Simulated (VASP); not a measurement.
# 2 units of BaHfO3 (001), HfO2 faces on Al(100): relaxation and electronic structure, part 3 of 4

How does 2 units of BaHfO3 (001), HfO2 faces on Al(100) behave as a surface?

VASP 6.6.1; PBEsol; plane waves and PAW (Al, Hf, O, Ba_sv).

So far. Step 2 (Surface relaxation): The run ended after 30 ionic steps, 0.207 eV below its first step, once the forces on the free atoms met EDIFFG = -0.03.

### Step 3. Vacuum level and density of states (continued)

Valence density in the ca plane at fractional y = 0.000, with atoms of Al and Hf and O within 0.2 Å of it. It is the smooth field of the valence electrons, not physical close to the nuclei.

Ten steps, logarithmic in the rise over the least value, from '0' (0.0 e/Å³) to '9' (7.1 e/Å³), each cell a mean:
```
22222221112468974210012589852100124799631000
22222222223346653111112456642111123566421000
22222222232234432223322234322233322344310000
22222222222223322356643223223466532233210000
22112222222232223579964322234689853123310000
22002222222332223589974322234699853123320000
22222222222222223468763222223578743222210000
22222222222233332244432233322344432333210000
22222222233345542222222345432122223455321000
22222222223457864211112478752111124688531000
22222221012479984210013689963100125899731000
```
Columns run along c (16.0 Å, from fractional 0.35 to 0.82 of the cell), rows up along a (4.2 Å). Atoms in or near the plane, at fractional coordinates: Al at (0.38, 0.50), Al at (0.44, 0.00), Hf at (0.50, 0.50), Hf at (0.62, 0.50), Hf at (0.73, 0.50), O at (0.50, 0.00), O at (0.56, 0.50), O at (0.62, 0.00), O at (0.68, 0.50), O at (0.74, 0.00).

ELF in the ca plane at fractional y = 0.000, with atoms of Al and Hf and O within 0.2 Å of it. It is the smooth field of the valence electrons, not physical close to the nuclei.

Ten even steps from '0' (0.00) to '9' (0.82), each cell a mean:
```
64334641014798897200016998994000038989975810
65555665554579984111103799962011115999874410
77666667886334531256531245421356411455432200
76456545675200001699972001003899851011000100
52014533443100003897995100016987982000000200
51003432343100003995895100026976983000000200
64235544564100002799993000005999961000000100
77667656785212211378851123212588631233211200
76656666775458862123312578741123213788753310
64445653234699996100004999983000037999975400
64234530004896697200016985995100049957976300
```
Columns run along c (16.0 Å, from fractional 0.35 to 0.82 of the cell), rows up along a (4.2 Å). Atoms in or near the plane, at fractional coordinates: Al at (0.38, 0.50), Al at (0.44, 0.00), Hf at (0.50, 0.50), Hf at (0.62, 0.50), Hf at (0.73, 0.50), O at (0.50, 0.00), O at (0.56, 0.50), O at (0.62, 0.00), O at (0.68, 0.50), O at (0.74, 0.00).

Electrostatic potential energy in the ca plane at fractional y = 0.000, with atoms of Al and Hf and O within 0.2 Å of it. With pseudopotentials it is smooth inside the atoms' cores, unlike the true potential.

Values in eV, 6 rows by 16 columns, each cell a mean:
```
  1   2 -22 -32 -11 -21   3   3  -4 -24   3   3   0 -27   4   4
 -4  -6  -1  -2  -7 -10   1   2  -5 -10   0   2  -4 -11  -1   3
-31 -39   1   2 -18 -24 -16 -33 -15 -26 -11 -40 -15 -27  -9   2
-24 -31   2   2 -16 -21 -10 -22 -13 -23  -8 -27 -12 -23  -7   2
 -1  -1  -4  -7  -4  -7   2   3  -2  -7   2   3  -1  -7   1   4
  1   3 -28 -40 -17 -29   3   3  -7 -34   3   3  -2 -38   3   4
```
Columns run along c (16.0 Å, from fractional 0.35 to 0.82 of the cell; values clipped at the 3rd and 97th percentile), rows up along a (4.2 Å). Atoms in or near the plane, at fractional coordinates: Al at (0.38, 0.50), Al at (0.44, 0.00), Hf at (0.50, 0.50), Hf at (0.62, 0.50), Hf at (0.73, 0.50), O at (0.50, 0.00), O at (0.56, 0.50), O at (0.62, 0.00), O at (0.68, 0.50), O at (0.74, 0.00).

The density of states holds every band computed, so its fall toward the upper end of the range is no gap.

The map of layer states is cut here 0.5 eV above the Fermi level, so it leaves out the states above that.

The vacuum level lies 2.56 eV above the Fermi level at the upper face; the two faces differ by 1.88 eV, the step that the slab's dipole of -0.181 e·Å makes.

VASP counts the dipole in electrons times Å, so a positive number points the physical dipole along −c.

The program found no field-free point at its default tolerance, but its printed level agrees with the flat part of the planar average.

On this mesh the fine structure of the density of states is sampling noise, and high empty states may be cut by the number of bands.

### Step 4. The slab in a field, field -0.1

A field across the slab, with the atoms held, gives the electronic response: the dipole changes linearly with the field, and the energy has a linear term from the slab's own dipole and a quadratic one from its polarisability.

Contents of INCAR:

```
SYSTEM = Ba2Hf3Al8O8
PREC = Normal
ENCUT = 400
EDIFF = 1E-06
NELM = 120
ISMEAR = -1
SIGMA = 0.1
LREAL = Auto
ALGO = Fast
GGA = PS
NBANDS = 73
LORBIT = 11
LWAVE = .FALSE.
LCHARG = .FALSE.
KPAR = 4
IDIPOL = 3
LDIPOL = .TRUE.
DIPOL = 0.5 0.5 0.514
EFIELD = -0.1
LVHAR = .TRUE.
```

Contents of POSCAR:

```
Ba2Hf3Al8O8
1.0
    4.1700000000      0.0000000000      0.0000000000
    0.0000000000      4.1700000000      0.0000000000
    0.0000000000      0.0000000000     34.2747367139
Al Hf O Ba
8 3 8 2
Direct
    0.0000000000      0.5000000000      0.2605899480
    0.5000000000      0.0000000000      0.2618688757
    0.0000000000      0.0000000000      0.3195867393
    0.5000000000      0.5000000000      0.3195867393
    0.0000000000      0.5000000000      0.3781519970
    0.5000000000      0.0000000000      0.3771087027
    0.0000000000      0.0000000000      0.4365988888
    0.5000000000      0.5000000000      0.4365988888
    0.5000000000      0.0000000000      0.4956344471
    0.5000000000      0.0000000000      0.6157033143
    0.5000000000      0.0000000000      0.7339512752
    0.0000000000      0.0000000000      0.4958784867
    0.5000000000      0.5000000000      0.4958784867
    0.5000000000      0.0000000000      0.5557610501
    0.0000000000      0.0000000000      0.6158585352
    0.5000000000      0.5000000000      0.6158585352
    0.5000000000      0.0000000000      0.6769027809
    0.0000000000      0.0000000000      0.7355159418
    0.5000000000      0.5000000000      0.7355159418
    0.0000000000      0.5000000000      0.5559758042
    0.0000000000      0.5000000000      0.6795305544
```

Contents of KPOINTS:

```
Automatic mesh
0
Gamma
8 8 1
0 0 0
```

The projector-augmented-wave data sets are Al, Hf, O and Ba_sv (PBE family, release 64).

Launch:

```sh
> mpirun -np 4 vasp_std
```

The log of the run:

```text
[banner, memory and clock lines left out]
running    4 mpi-ranks, on    1 nodes
 distrk:  each k-point on    1 cores,    4 groups
 distr:  one band on    1 cores,    1 groups

 POSCAR found type information on POSCAR AlHfO Ba
 POSCAR found :  4 types and      21 ions
 [... a notice as in an earlier step ...]

 LDA part: xc-table for (Slater+PW92), standard interpolation
 POSCAR, INCAR and KPOINTS ok, starting setup
 FFT: planning ... GRIDC
 FFT: planning ... GRID_SOFT
 FFT: planning ... GRID
 WAVECAR not read
 entering main loop
       N       E                     dE             d eps       ncg     rms          rms(c)
DAV:   1     0.657013128035E+03    0.65701E+03   -0.38134E+04  2278   0.958E+02
DAV:   2    -0.661711126596E+02   -0.72318E+03   -0.68700E+03  2875   0.244E+02
DAV:   3    -0.166308747236E+03   -0.10014E+03   -0.99079E+02  2884   0.967E+01
DAV:   4    -0.170098200296E+03   -0.37895E+01   -0.37718E+01  3020   0.185E+01
DAV:   5    -0.170273842618E+03   -0.17564E+00   -0.17550E+00  3452   0.329E+00    0.463E+01
RMM:   6    -0.152173754452E+03    0.18100E+02   -0.82821E+01  2538   0.230E+01    0.257E+01
RMM:   7    -0.158105092845E+03   -0.59313E+01   -0.15093E+01  3027   0.785E+00    0.109E+01
RMM:   8    -0.346086898110E+03   -0.18798E+03   -0.11721E+02  3845   0.185E+01    0.519E+01
RMM:   9    -0.192590455846E+03    0.15350E+03   -0.29648E+01  3184   0.839E+00    0.241E+01
RMM:  10    -0.154276519840E+03    0.38314E+02   -0.24519E+01  3065   0.895E+00    0.902E+00
RMM:  11    -0.151975295692E+03    0.23012E+01   -0.27770E+00  2869   0.425E+00    0.499E+00
RMM:  12    -0.151490319812E+03    0.48498E+00   -0.18796E+00  3012   0.340E+00    0.218E+00
RMM:  13    -0.151425151919E+03    0.65168E-01   -0.61576E-01  3474   0.158E+00    0.118E+00
RMM:  14    -0.151449283396E+03   -0.24131E-01   -0.81611E-02  3209   0.760E-01    0.146E+00
RMM:  15    -0.151390615614E+03    0.58668E-01   -0.14568E-01  3070   0.873E-01    0.564E-01
RMM:  16    -0.151387740311E+03    0.28753E-02   -0.85273E-02  3243   0.647E-01    0.348E-01
RMM:  17    -0.151385707276E+03    0.20330E-02   -0.11657E-02  3414   0.264E-01    0.308E-01
RMM:  18    -0.151379800191E+03    0.59071E-02   -0.52361E-03  3322   0.162E-01    0.289E-01
RMM:  19    -0.151375829373E+03    0.39708E-02   -0.33577E-03  3525   0.114E-01    0.228E-01
RMM:  20    -0.151373027565E+03    0.28018E-02   -0.13606E-03  3578   0.677E-02    0.207E-01
RMM:  21    -0.151367216778E+03    0.58108E-02   -0.27562E-03  3524   0.980E-02    0.166E-01
RMM:  22    -0.151362459663E+03    0.47571E-02   -0.35853E-03  3554   0.110E-01    0.139E-01
RMM:  23    -0.151359331942E+03    0.31277E-02   -0.28609E-03  3570   0.924E-02    0.943E-02
RMM:  24    -0.151357138931E+03    0.21930E-02   -0.22962E-03  3604   0.803E-02    0.732E-02
RMM:  25    -0.151356680972E+03    0.45796E-03   -0.66605E-04  3546   0.527E-02    0.504E-02
RMM:  26    -0.151356551913E+03    0.12906E-03   -0.27330E-04  3606   0.285E-02    0.484E-02
RMM:  27    -0.151356449512E+03    0.10240E-03   -0.13808E-04  3391   0.189E-02    0.460E-02
RMM:  28    -0.151356462735E+03   -0.13223E-04   -0.57953E-05  2947   0.119E-02    0.460E-02
RMM:  29    -0.151355891905E+03    0.57083E-03   -0.29653E-04  3776   0.302E-02    0.430E-02
RMM:  30    -0.151355675412E+03    0.21649E-03   -0.17376E-04  3599   0.230E-02    0.326E-02
RMM:  31    -0.151355477225E+03    0.19819E-03   -0.15048E-04  3574   0.209E-02    0.288E-02
RMM:  32    -0.151355286135E+03    0.19109E-03   -0.26555E-04  3828   0.289E-02    0.137E-02
RMM:  33    -0.151355249765E+03    0.36370E-04   -0.10205E-04  3496   0.164E-02    0.960E-03
RMM:  34    -0.151355230862E+03    0.18903E-04   -0.43206E-05  3210   0.112E-02    0.717E-03
RMM:  35    -0.151355214838E+03    0.16023E-04   -0.88315E-05  3595   0.156E-02    0.226E-03
RMM:  36    -0.151355219780E+03   -0.49412E-05   -0.45566E-05  3263   0.107E-02    0.190E-03
RMM:  37    -0.151355222933E+03   -0.31538E-05   -0.19019E-05  2613   0.660E-03    0.274E-03
RMM:  38    -0.151355221097E+03    0.18362E-05   -0.13863E-05  2410   0.558E-03    0.252E-03
RMM:  39    -0.151355222702E+03   -0.16052E-05   -0.11400E-05  1916   0.359E-03    0.219E-03
RMM:  40    -0.151355222281E+03    0.42171E-06   -0.11168E-05  2136   0.447E-03    0.148E-03
RMM:  41    -0.151355222974E+03   -0.69379E-06   -0.99408E-06  1758   0.317E-03
   1 F= -.15135522E+03 E0= -.15128425E+03  d E =-.141950E+00
```

The job ended after 2.3 min (4 MPI ranks of Intel Xeon 6975P-C (Granite Rapids), shared host; peak memory 1.8 GiB; 9 min of CPU time).

Parts of OUTCAR (step 4):

```text
 Found     15 irreducible k-points:

   NELECT =     104.0000    total number of electrons

 dipolmoment           0.000000      0.000000     -0.349948 electrons x Angstroem

 E-fermi :   1.6904

 k-point     1 :       0.0000    0.0000    0.0000
  band No.  band energies     occupation
    ...
     50       0.3060      2.00000
     51       0.8513      1.99955
     52       1.5323      1.65881
     53       1.6047      1.40392
     54       1.6047      1.40392
     55       1.8342      0.38374
     56       2.3139      0.00391
     57       2.6082      0.00021
     58       2.7620      0.00004
     59       2.7620      0.00004
    ...

 k-point     2 :       0.1250    0.0000    0.0000
  band No.  band energies     occupation
    ...
     49       0.3658      2.00000
     50       0.8570      1.99952
     51       1.0345      1.99717
     52       1.6879      1.01245
     53       1.7697      0.62327
     54       1.8884      0.24256
     55       2.4115      0.00148
     56       2.6700      0.00011
     57       2.8208      0.00002
     58       2.9485      0.00001
    ...

  Total      -13.2951571    -13.2951571     -4.2874839      0.0000000      0.0000000      0.0000000
  in kB      -35.7402692    -35.7402692    -11.5256876      0.0000000      0.0000000      0.0000000
  external PRESSURE =     -27.6687420 kB  Pullay stress =       0.0000000 kB

 POSITION                                       TOTAL-FORCE (eV/Angst)
 -----------------------------------------------------------------------------------
      0.00000      2.08500      8.93165         0.000000      0.000000     -0.009602
      2.08500      0.00000      8.97549         0.000000      0.000000     -0.018262
      0.00000      0.00000     10.95375         0.000000      0.000000     -0.007116
      2.08500      2.08500     10.95375         0.000000      0.000000     -0.007116
      0.00000      2.08500     12.96106         0.000000      0.000000      0.000438
      2.08500      0.00000     12.92530         0.000000      0.000000     -0.003408
      0.00000      0.00000     14.96431         0.000000      0.000000     -0.002975
      2.08500      2.08500     14.96431         0.000000      0.000000     -0.002975
      2.08500      0.00000     16.98774         0.000000      0.000000      0.052921
      2.08500      0.00000     21.10307         0.000000      0.000000      0.100945
      2.08500      0.00000     25.15599         0.000000      0.000000      0.113247
      0.00000      0.00000     16.99610         0.000000      0.000000     -0.027411
      2.08500      2.08500     16.99610         0.000000      0.000000     -0.027411
      2.08500      0.00000     19.04856         0.000000      0.000000     -0.058369
      0.00000      0.00000     21.10839         0.000000      0.000000     -0.025557
      2.08500      2.08500     21.10839         0.000000      0.000000     -0.025557
      2.08500      0.00000     23.20066         0.000000      0.000000     -0.110628
      0.00000      0.00000     25.20962         0.000000      0.000000     -0.030393
      2.08500      2.08500     25.20962         0.000000      0.000000     -0.030393
      0.00000      2.08500     19.05592         0.000000      0.000000      0.049270
      0.00000      2.08500     23.29073         0.000000      0.000000      0.070352
 -----------------------------------------------------------------------------------
    total drift:                               -0.000000      0.000000     -0.002603

  FREE ENERGIE OF THE ION-ELECTRON SYSTEM (eV)
  ---------------------------------------------------
  free  energy   TOTEN  =      -151.3552229743 eV

  energy  without entropy=     -151.2132726188  energy(sigma->0) =     -151.28424780

 vacuum level on the upper side and lower side of the slab         5.204         5.500

 total charge
# of ion       s       p       d       tot
------------------------------------------
    1        0.474   0.276   0.000   0.750
    2        0.473   0.275   0.000   0.748
    3        0.434   0.320   0.000   0.754
    4        0.434   0.320   0.000   0.754
    5        0.440   0.310   0.000   0.750
    6        0.452   0.297   0.000   0.749
    7        0.418   0.340   0.000   0.759
    8        0.418   0.340   0.000   0.759
    9        0.524   0.833   2.309   3.666
   10        0.527   0.886   2.231   3.644
   11        0.521   0.783   2.227   3.531
   12        1.586   3.495   0.000   5.081
   13        1.586   3.495   0.000   5.081
   14        1.581   3.488   0.000   5.069
   15        1.579   3.483   0.000   5.061
   16        1.579   3.483   0.000   5.061
   17        1.581   3.503   0.000   5.084
   18        1.580   3.465   0.000   5.044
   19        1.580   3.465   0.000   5.044
   20        1.998   5.619   0.287   7.903
   21        1.999   5.619   0.304   7.921
--------------------------------------------------
tot         21.763  44.095   7.358  73.217

[... 9 parts as in an earlier step ...]

[... 5 further parts left out ...]
```

Numbers from this step:

```yaml
electronic_cycles: 41
free_energy_toten: -151.3552 eV
energy_at_zero_smearing: -151.2842 eV
fermi_energy: 1.690 eV
dipole_moment: 0, 0, -0.3499 e·Å
```

The planar average of the electrostatic potential oscillates, so the rows of the table below give means over windows of 2.04 Å about each position, cut where the curve ends. Its maxima inside the range that stand out by 2 % of the span (Å: eV): 6.1: 4.30, 10.0: -1.91, 11.9: -1.95, 14.0: -1.88, 16.0: -1.91, 18.1: -2.41, 20.1: -2.38, 22.2: -1.64, 24.2: -3.00. Its minima: 9.0: -14.0, 10.9: -14.2, 13.0: -14.2, 15.0: -14.1, 17.0: -11.0, 19.1: -8.21, 21.1: -10.9, 23.3: -8.02, 25.2: -10.2.

Zero at the Fermi level. Table of planar average of the electrostatic potential by height; means over each step:

| height (Å) | planar average of the electrostatic potential (eV) |
| --- | --- |
| 1.02 | 3.79 |
| 3.06 | 4.03 |
| 5.10 | 4.23 |
| 7.14 | 3.21 |
| 9.18 | -7.11 |
| 11.22 | -7.39 |
| 13.26 | -7.37 |
| 15.30 | -7.31 |
| 17.34 | -6.06 |
| 19.38 | -4.97 |
| 21.42 | -5.78 |
| 23.46 | -4.99 |
| 25.50 | -4.45 |
| 27.54 | 2.73 |
| 29.58 | 3.04 |
| 31.62 | 3.25 |
| 33.66 | 3.43 |

Force by atom:

| atom | x (eV/Å) | y (eV/Å) | z (eV/Å) | size |
| --- | --- | --- | --- | --- |
| Al1 | 0.000 | 0.000 | -0.010 | 0.010 |
| Al2 | 0.000 | 0.000 | -0.018 | 0.018 |
| Al3 | 0.000 | 0.000 | -0.007 | 0.007 |
| Al4 | 0.000 | 0.000 | -0.007 | 0.007 |
| Al5 | 0.000 | 0.000 | 0.000 | 0.000 |
| Al6 | 0.000 | 0.000 | -0.003 | 0.003 |
| Al7 | 0.000 | 0.000 | -0.003 | 0.003 |
| Al8 | 0.000 | 0.000 | -0.003 | 0.003 |
| Hf9 | 0.000 | 0.000 | 0.053 | 0.053 |
| Hf10 | 0.000 | 0.000 | 0.101 | 0.101 |
| Hf11 | 0.000 | 0.000 | 0.113 | 0.113 |
| O12 | 0.000 | 0.000 | -0.027 | 0.027 |
| O13 | 0.000 | 0.000 | -0.027 | 0.027 |
| O14 | 0.000 | 0.000 | -0.058 | 0.058 |
| O15 | 0.000 | 0.000 | -0.026 | 0.026 |
| O16 | 0.000 | 0.000 | -0.026 | 0.026 |
| O17 | 0.000 | 0.000 | -0.111 | 0.111 |
| O18 | 0.000 | 0.000 | -0.030 | 0.030 |
| O19 | 0.000 | 0.000 | -0.030 | 0.030 |
| Ba20 | 0.000 | 0.000 | 0.049 | 0.049 |
| Ba21 | 0.000 | 0.000 | 0.070 | 0.070 |

Energy at zero smearing: -151.28425 eV.

[end of part 3 of 4]

[Lines on the potential files, build, host, timing and source positions are cut from VASP's logs without a mark.]

[Logs are printed without paths, hosts, clocks, repeated set-up lines and the standing remarks that a program may print on its own settings, such as how far it seeks lower states.]

[Hosts, paths, dates, database ids (printed as entryN), source tags and the programs' standing remarks are cut or masked in the printed files.]

[In band tables of VASP the shares of atoms and orbitals are scaled to a sum of 1 inside the atoms' spheres.]

[Runs that stopped without an error message from VASP are left out.]
